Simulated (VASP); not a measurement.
These are PBEsol GGA, VASP's PBE PAW potentials (set 64) (plane waves; VASP) values and carry that method's errors.

A VASP calculation is set up with these files.

### KPOINTS
```
Regular mesh
0
gamma
 7 7 7
```

INCAR:
```
SYSTEM  =  Mo3Si
PREC  =  Accurate; ENCUT  =  500; LREAL  =  .False.
LASPH  =  .True.
EDIFF  =  1E-6; NELM  =  100; ALGO  =  Normal
LMAXMIX  =  4
ISMEAR  =  1; SIGMA  =  0.1
GGA  =  PS
IBRION  =  2; NSW  =  40; ISIF  =  3
EDIFFG  =  -0.02; PSTRESS  =  300
LWAVE  =  .False.; LCHARG  =  .False.
```

POSCAR:
```
Mo3Si
1
    4.7600863336     0.0000000000     0.0000000000
    0.0000000000     4.7600863336     0.0000000000
    0.0000000000     0.0000000000     4.7600863336
Si Mo
2 6
Direct
  0.5000000000   0.5000000000   0.5000000000
  0.0000000000   0.0000000000   0.0000000000
  0.2500000000   0.0000000000   0.5000000000
  0.5000000000   0.2500000000   0.0000000000
  0.5000000000   0.7500000000   0.0000000000
  0.7500000000   0.0000000000   0.5000000000
  0.0000000000   0.5000000000   0.7500000000
  0.0000000000   0.5000000000   0.2500000000
```

POTCAR, in this order: Si Mo_sv (PBE.64 set). Program: vasp_std.

What VASP printed:

File OSZICAR:
```
       N       E                     dE             d eps       ncg     rms          rms(c)
DAV:   1     0.111196634444E+04    0.11120E+04   -0.55294E+04  2208   0.169E+03
DAV:   2    -0.380627951272E+02   -0.11500E+04   -0.11211E+04  2340   0.535E+02
DAV:   3    -0.878644108330E+02   -0.49802E+02   -0.48007E+02  2818   0.100E+02
DAV:   4    -0.889245485183E+02   -0.10601E+01   -0.10478E+01  2688   0.120E+01
DAV:   5    -0.889436748155E+02   -0.19126E-01   -0.19080E-01  2632   0.161E+00    0.554E+01
DAV:   6    -0.851270620591E+02    0.38166E+01   -0.12889E+01  2438   0.171E+01    0.174E+01
DAV:   7    -0.847678180684E+02    0.35924E+00   -0.10633E+00  2768   0.471E+00    0.416E+00
DAV:   8    -0.847142903935E+02    0.53528E-01   -0.12073E-01  2498   0.122E+00    0.501E-01
DAV:   9    -0.847132857538E+02    0.10046E-02   -0.63307E-03  2656   0.302E-01    0.269E-01
DAV:  10    -0.847131743746E+02    0.11138E-03   -0.59284E-04  2756   0.151E-01    0.118E-01
DAV:  11    -0.847131847410E+02   -0.10366E-04   -0.22393E-05  2720   0.255E-02    0.246E-02
DAV:  12    -0.847131815899E+02    0.31511E-05   -0.96012E-06  2523   0.176E-02    0.326E-03
DAV:  13    -0.847131814197E+02    0.17021E-06   -0.17773E-07  1553   0.206E-03
   1 F= -.64517656E+02 E0= -.64516988E+02  d E =-.645177E+02
       N       E                     dE             d eps       ncg     rms          rms(c)
DAV:   1    -0.969959437746E+02   -0.12283E+02   -0.44947E+02  2228   0.145E+02    0.760E+01
DAV:   2    -0.822766424148E+02    0.14719E+02   -0.41752E+01  2207   0.397E+01    0.847E+00
DAV:   3    -0.811704279982E+02    0.11062E+01   -0.52678E+00  2477   0.128E+01    0.109E+01
DAV:   4    -0.811585589457E+02    0.11869E-01   -0.97869E-01  2436   0.329E+00    0.144E+00
DAV:   5    -0.811345770319E+02    0.23982E-01   -0.84723E-02  2483   0.164E+00    0.866E-01
DAV:   6    -0.811258257307E+02    0.87513E-02   -0.42291E-02  2512   0.697E-01    0.437E-01
DAV:   7    -0.811259922363E+02   -0.16651E-03   -0.55175E-03  2658   0.289E-01    0.913E-02
DAV:   8    -0.811259800915E+02    0.12145E-04   -0.10226E-04  2528   0.476E-02    0.400E-02
DAV:   9    -0.811259707300E+02    0.93615E-05   -0.25302E-05  2114   0.136E-02    0.132E-02
DAV:  10    -0.811259717001E+02   -0.97008E-06   -0.31854E-06  2027   0.723E-03
   2 F= -.63298990E+02 E0= -.63297613E+02  d E =0.121867E+01
       N       E                     dE             d eps       ncg     rms          rms(c)
DAV:   1    -0.946039498681E+02   -0.13478E+02   -0.29839E+02  2221   0.122E+02    0.392E+01
DAV:   2    -0.847469106543E+02    0.98570E+01   -0.33191E+01  2221   0.325E+01    0.963E+00
DAV:   3    -0.842882514069E+02    0.45866E+00   -0.33866E+00  2522   0.995E+00    0.349E+00
DAV:   4    -0.842790983246E+02    0.91531E-02   -0.19998E-01  2396   0.157E+00    0.127E+00
DAV:   5    -0.842910464810E+02   -0.11948E-01   -0.70680E-02  2448   0.140E+00    0.104E+00
DAV:   6    -0.842934988330E+02   -0.24524E-02   -0.24606E-03  2633   0.224E-01    0.365E-01
DAV:   7    -0.842939567006E+02   -0.45787E-03   -0.10371E-03  2509   0.106E-01    0.507E-02
DAV:   8    -0.842939439974E+02    0.12703E-04   -0.65134E-05  2160   0.253E-02    0.271E-02
DAV:   9    -0.842939469537E+02   -0.29563E-05   -0.29616E-06  2108   0.890E-03    0.521E-03
DAV:  10    -0.842939476829E+02   -0.72916E-06   -0.41141E-07  1401   0.296E-03
   3 F= -.64609071E+02 E0= -.64608683E+02  d E =-.914148E-01
       N       E                     dE             d eps       ncg     rms          rms(c)
DAV:   1    -0.842726923936E+02    0.21255E-01   -0.40789E-02  2242   0.140E+00    0.554E-01
DAV:   2    -0.842713220364E+02    0.13704E-02   -0.42801E-03  2256   0.377E-01    0.796E-02
DAV:   3    -0.842712482262E+02    0.73810E-04   -0.46864E-04  2541   0.116E-01    0.694E-02
DAV:   4    -0.842712576720E+02   -0.94459E-05   -0.92049E-05  2328   0.281E-02    0.106E-02
DAV:   5    -0.842712561370E+02    0.15351E-05   -0.12833E-05  2396   0.183E-02    0.876E-03
DAV:   6    -0.842712576535E+02   -0.15165E-05   -0.10510E-06  1414   0.382E-03    0.139E-03
DAV:   7    -0.842712579094E+02   -0.25585E-06   -0.65300E-07  1275   0.269E-03
   4 F= -.64609280E+02 E0= -.64608912E+02  d E =-.916239E-01
```

### OUTCAR
```
------------------------ aborting loop because EDIFF is reached ----------------------------------------
  FORCE on cell =-STRESS in cart. coord.  units (eV):
  Direction    XX          YY          ZZ          XY          YZ          ZX
  --------------------------------------------------------------------------------------
  Total       19.6333174     19.6333174     19.6333174     -0.0000000      0.0000000     -0.0000000
  in kB      299.5626964    299.5626964    299.5626964     -0.0000000      0.0000000     -0.0000000
  external PRESSURE =      -0.4373036 kB  Pullay stress =     300.0000000 kB
  volume of cell :      105.01
      direct lattice vectors                 reciprocal lattice vectors
     4.717792617  0.000000000 -0.000000000     0.211963535 -0.000000000  0.000000000
     0.000000000  4.717792617  0.000000000    -0.000000000  0.211963535  0.000000000
    -0.000000000 -0.000000000  4.717792617     0.000000000 -0.000000000  0.211963535
 POSITION                                       TOTAL-FORCE (eV/Angst)
 -----------------------------------------------------------------------------------
      2.35890      2.35890      2.35890        -0.000000      0.000000      0.000000
      0.00000      0.00000      0.00000        -0.000000      0.000000      0.000000
      1.17945      0.00000      2.35890         0.000000     -0.000000     -0.000000
      2.35890      1.17945      4.71779         0.000000      0.000000     -0.000000
      2.35890      3.53834     -0.00000        -0.000000     -0.000000      0.000000
      3.53834      4.71779      2.35890        -0.000000     -0.000000      0.000000
      0.00000      2.35890      3.53834         0.000000     -0.000000      0.000000
      4.71779      2.35890      1.17945         0.000000      0.000000     -0.000000
 -----------------------------------------------------------------------------------
    total drift:                                0.000000      0.000000      0.000000
  FREE ENERGIE OF THE ION-ELECTRON SYSTEM (eV)
  ---------------------------------------------------
  free  energy   TOTEN  =       -84.2712579094 eV

  energy  without entropy=      -84.2701539277  energy(sigma->0) =      -84.27088992
  enthalpy is  TOTEN    =       -64.6092796552 eV   P V=       19.6619782541

 reached required accuracy - stopping structural energy minimisation
```
(Selected blocks of OUTCAR.)

**CONTCAR**
```
Mo3Si
   1.00000000000000
     4.7177926165851130    0.0000000000000000   -0.0000000000000000
     0.0000000000000000    4.7177926165851130    0.0000000000000000
    -0.0000000000000000   -0.0000000000000000    4.7177926165851130
  Si              Mo
     2     6
Direct
     0.5000000000000000    0.5000000000000000    0.5000000000000000
     0.0000000000000000    0.0000000000000000    0.0000000000000000
     0.2500000000000000    0.0000000000000000    0.5000000000000000
     0.5000000000000000    0.2500000000000000    1.0000000000000000
     0.5000000000000000    0.7500000000000000    0.0000000000000000
     0.7500000000000000    1.0000000000000000    0.5000000000000000
     0.0000000000000000    0.5000000000000000    0.7500000000000000
     1.0000000000000000    0.5000000000000000    0.2500000000000000
```

Energy and stress use the plane-wave basis of the starting cell.

The compound is Mo3Si in the A15 structure. This run relaxes it under an external pressure of 30 GPa. Symmetry was kept, so distortions that lower it aren't found.
